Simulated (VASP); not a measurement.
# Titanium: input slips in a relaxation and what they do, part 2 of 2

Aim: see how common mistakes in a VASP relaxation show up, on Titanium. The starting structure is a measured crystal structure from the Crystallography Open Database. The first relaxation on each setting starts from this cell expanded by 3 % in volume.

VASP 6.6.1.

Results so far: reference 16.63 Å³ an atom; low precision and a small cutoff 15.86 Å³ an atom.

## (5) Relaxation with a cutoff far too low

Level of this step: PBEsol; plane waves and PAW (Ti_sv) (VASP).

A slip made on purpose: a cutoff far too low. Against step 2 the input has PREC = Normal and ENCUT = 150 (also changed: NELM).

The input, INCAR:

```
SYSTEM = Ti
PREC = Normal
ENCUT = 150
EDIFF = 1E-06
NELM = 60
ISMEAR = 1
SIGMA = 0.15
LREAL = .FALSE.
ALGO = Normal
GGA = PS
NBANDS = 18
LASPH = .TRUE.
LORBIT = 11
LWAVE = .FALSE.
LCHARG = .FALSE.
KPAR = 8
IBRION = 2
NSW = 50
ISIF = 3
EDIFFG = -0.006
```

The input, POSCAR:

```
Ti
1.0
    2.9792098204      0.0000000000      0.0000000000
   -1.4896049102      2.5800713877      0.0000000000
    0.0000000000      0.0000000000      4.7323990572
Ti
2
Direct
    0.6666666667      0.3333333333      0.7500000000
    0.3333333333      0.6666666667      0.2500000000
```

The input, KPOINTS:

```
Automatic mesh
0
Gamma
18 18 10
0 0 0
```

PAW data sets: Ti_sv (PBE family, release 64).

Launch:

```sh
$ mpirun -np 8 vasp_std
```

The program printed:

```text
[... set-up lines as in an earlier step ...]
 entering main loop
       N       E                     dE             d eps       ncg     rms          rms(c)
DAV:   1     0.111272411030E+03    0.11127E+03   -0.74071E+03  9376   0.730E+02
DAV:   2    -0.876591534091E+01   -0.12004E+03   -0.11756E+03  8878   0.241E+02
DAV:   3    -0.199987757134E+02   -0.11233E+02   -0.11169E+02 12064   0.586E+01
DAV:   4    -0.203837681754E+02   -0.38499E+00   -0.38487E+00  9702   0.998E+00
[...]
DAV:  14    -0.135330226599E+02    0.15180E-05   -0.21314E-07  4584   0.269E-03    0.661E-03
DAV:  15    -0.135330251467E+02   -0.24869E-05   -0.45875E-08  4518   0.131E-03    0.660E-03
DAV:  16    -0.135330245131E+02    0.63361E-06   -0.13374E-08  4346   0.600E-04
   1 F= -.13533025E+02 E0= -.13533876E+02  d E =-.135330E+02
[...]
-----------------------------------------------------------------------------
|                                                                             |
|     EEEEEEE  RRRRRR   RRRRRR   OOOOOOO  RRRRRR      ###     ###     ###     |
[...]
|     E        R    R   R    R   O     O  R    R      ###     ###     ###     |
|     EEEEEEE  R     R  R     R  OOOOOOO  R     R     ###     ###     ###     |
|                                                                             |
|     Orbital orthonormalization failed in the inversion of matrix            |
|     LAPACK: Routine ZPOTRF failed! kpoint: 1 spin: 1                        |
|                                                                             |
|     Possible solutions for this issue are:                                  |
|     - Please check whether the atoms are too close to each other.           |
|     - Decreasing POTIM might help during relaxations or MDs.                |
|     - Deleting CHGCAR or WAVECAR if incompatible with the structure.        |
|     - Try calculating without symmetrizing (ISYM = 0 or ISYM = -1).         |
|     - As last resort: using a different PAW for some of the atoms.          |
|                                                                             |
|       ---->  I REFUSE TO CONTINUE WITH THIS SICK JOB ... BYE!!! <----       |
|                                                                             |
 -----------------------------------------------------------------------------

1
1
1
1
1
1
1
1
```

Run time: 8.6 s. Hardware: 8 MPI ranks of Intel Xeon 6975P-C (Granite Rapids), shared host.

VASP stopped with this message: “Orbital orthonormalization failed in the inversion of matrix LAPACK: Routine ZPOTRF failed! kpoint: 1 spin: 1”.

## (6) Relaxation with a leftover external pressure of 100 kbar

A slip made on purpose: a leftover external pressure of 100 kbar. Against step 2 the input has PSTRESS = 100 (also changed: NELM).

INCAR, as its differences from that of step 5:

```diff
@@ -1,4 +1,4 @@
 SYSTEM = Ti
-PREC = Normal
-ENCUT = 150
+PREC = Accurate
+ENCUT = 450
 EDIFF = 1E-06
@@ -20 +20,2 @@
 EDIFFG = -0.006
+PSTRESS = 100
```

POSCAR is that of step 5.

KPOINTS is that of step 5.

Launch:

```sh
$ mpirun -np 8 vasp_std
```

The program printed:

```text
[... set-up lines as in an earlier step ...]
 entering main loop
       N       E                     dE             d eps       ncg     rms          rms(c)
[... 4 cycles as in an earlier step ...]
DAV:   5    -0.191139634609E+02   -0.61619E-01   -0.61607E-01 12812   0.419E+00    0.119E+01
DAV:   6    -0.166014256923E+02    0.25125E+01   -0.95212E+00  9370   0.313E+01    0.274E+00
DAV:   7    -0.165760190844E+02    0.25407E-01   -0.86083E-01 12162   0.668E+00    0.204E+00
DAV:   8    -0.165952295512E+02   -0.19210E-01   -0.21102E-01  9522   0.560E+00    0.669E-01
DAV:   9    -0.165863483125E+02    0.88812E-02   -0.56365E-02  9688   0.229E+00    0.623E-02
DAV:  10    -0.165865387115E+02   -0.19040E-03   -0.21603E-03 11562   0.313E-01    0.854E-02
DAV:  11    -0.165866573508E+02   -0.11864E-03   -0.26595E-04  9844   0.109E-01    0.248E-02
DAV:  12    -0.165866545130E+02    0.28379E-05   -0.40831E-05 11552   0.400E-02    0.923E-03
DAV:  13    -0.165866544481E+02    0.64883E-07   -0.86623E-07  5884   0.861E-03
   1 F= -.14316248E+02 E0= -.14317307E+02  d E =-.143162E+02
[...]
2 F= -.14219392E+02 E0= -.14219402E+02  d E =0.968563E-01
[...]
3 F= -.14677376E+02 E0= -.14678128E+02  d E =-.361127E+00
[...]
4 F= -.14677791E+02 E0= -.14678511E+02  d E =-.361543E+00
[...]
reached required accuracy - stopping structural energy minimisation
```

Run time: 25 s. Hardware: 8 MPI ranks; peak memory 2 GiB.

OUTCAR, selected parts (step 6):

```text
  Total        1.9227812      1.9227812      1.9415818     -0.0000000      0.0000000      0.0000000
  in kB       99.4597881     99.4597881    100.4322900     -0.0000000      0.0000000      0.0000000
  external PRESSURE =      -0.2160446 kB  Pullay stress =     100.0000000 kB

 POSITION                                       TOTAL-FORCE (eV/Angst)
 -----------------------------------------------------------------------------------
      1.41278      0.81567      3.35980        -0.000000      0.000000      0.000000
     -0.00000      1.63134      1.11993         0.000000     -0.000000      0.000000
 -----------------------------------------------------------------------------------
    total drift:                               -0.000000      0.000000     -0.000000

  FREE ENERGIE OF THE ION-ELECTRON SYSTEM (eV)
  ---------------------------------------------------
  free  energy   TOTEN  =       -16.6110157721 eV

  energy  without entropy=      -16.6131759162  energy(sigma->0) =      -16.61173582

[... 2 parts as in an earlier step ...]

[... 2 further parts left out ...]
[key lines of the parts left out:]
E-fermi :   9.4856
```

With a leftover external pressure of 100 kbar the cell ends at 15.487 Å³ an atom, -6.86 % from the reference.

## (7) Comparison

```tsv
run	ended	volume (Å³/atom)	change (%)	bulk modulus (GPa)	pressure left (GPa)	core minutes
reference	converged	16.628	-	119.8	0.01	6.24
low precision and a small cutoff	converged	15.865	-4.59	-	0.02	2.93
too few electronic steps	stopped by VASP	-	-	-	-	1.31
a cutoff far too low	stopped by VASP	-	-	-	-	1.15
a leftover external pressure of 100 kbar	converged	15.487	-6.86	-	9.98	3.33
```

Core minutes are wall time times ranks, summed over the relaxations behind a row (those for a bulk modulus apart), on shared hosts.

## (8) Summary of results

```json
{
 "volume of the reference": "16.63 Å³/atom",
 "volume against the reference, low precision and a small cutoff": "-4.59 %",
 "volume against the reference, a leftover external pressure of 100 kbar": "-6.86 %",
 "run with too few electronic steps": "stopped by VASP",
 "run with a cutoff far too low": "stopped by VASP"
}
```

**Reading.** VASP stopped by itself in the runs with too few electronic steps and a cutoff far too low. Finished, but with signs in the output that stand out against the reference: low precision and a small cutoff, with the volume changed by -4.6 % (signs: -25.9 GPa at the first ionic step (of the first relaxations, not shown; reference: -9.1 GPa) and an energy that rises by up to 0.8 eV an atom on the way); a leftover external pressure of 100 kbar, with the volume changed by -6.9 % (signs: the Pulay stress that OUTCAR prints, which here is the typed pressure). The reference was restarted once and the runs with a slip weren't, so their cells may not have settled fully. Further runs on this material are not shown.

[Lines on the potential files, build, host, timing and source positions are cut from VASP's logs without a mark.]

[Logs are printed without paths, hosts, clocks, repeated set-up lines and the standing remarks that a program may print on its own settings, such as how far it seeks lower states.]

[Hosts, paths, dates, database ids (printed as entryN), source tags and the programs' standing remarks are cut or masked in the printed files.]
